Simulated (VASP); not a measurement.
An input for Ansatz (written as the equivalent of a VASP run, and not itself run):

Ansatz 0.2 input:
```yaml
crystal:
  lattice:
    - [2.8597100, 0.0000000, 0.0000000]
    - [0.0000000, 2.8597100, 0.0000000]
    - [0.0000000, 0.0000000, 2.8597100]
  atoms:
    - { symbol: Al, position: [0.5000000, 0.5000000, 0.5000000] }
    - { symbol: Ni, position: [0.0000000, 0.0000000, 0.0000000] }
kpoints:
  mp_grid: { grid: [11, 11, 11] }
hamiltonian:
  xc: r2scan
  pseudopotentials: { kind: paw }
scf:
  occupations: { method: methfessel_paxton, width: 0.1 }
  max_iter: 100
relax:
  max_steps: 60
  f_tol: 0.01
  cell: {}
output: { forces: true, stress: true, eigenvalues: true }
```

### Question
Write the VASP files for the same calculation (r2SCAN).

### Answer
Several could match; the one computed here: 
KPOINTS:
```
K-points
0
gamma
11 11 11
```

INCAR:
```
ALGO=Normal
EDIFF=1E-6
EDIFFG=-0.01
ENCUT=400
IBRION=2
ISIF=3
ISMEAR=1
LASPH=.True.
LCHARG=.False.
LMAXMIX=4
LMIXTAU=.True.
LREAL=.False.
LWAVE=.False.
METAGGA=R2SCAN
NELM=100
NSW=60
PREC=Accurate
SIGMA=0.1
SYSTEM=AlNi
```

POSCAR:
```
AlNi
1
    2.8597100000     0.0000000000     0.0000000000
    0.0000000000     2.8597100000     0.0000000000
    0.0000000000     0.0000000000     2.8597100000
Al Ni
1 1
Direct
  0.5000000000   0.5000000000   0.5000000000
  0.0000000000   0.0000000000   0.0000000000
```

POTCAR, in this order: Al Ni (PBE.64 set). Program: vasp_std.

The two are equivalent in intent, not identical: each code has its own PAW files, so the cut-off isn't converted (ENCUT is set for VASP's; basis.ecutwfc is left out, and Ansatz then takes the one that its files recommend); Ansatz stops its SCF on the density residual and VASP on the energy change (EDIFF).

The structure comes from a computed database's AlNi entry (Pm-3m); how it stands against other phases isn't given here. This run relaxes it. Symmetry was kept, so distortions that lower it aren't found.
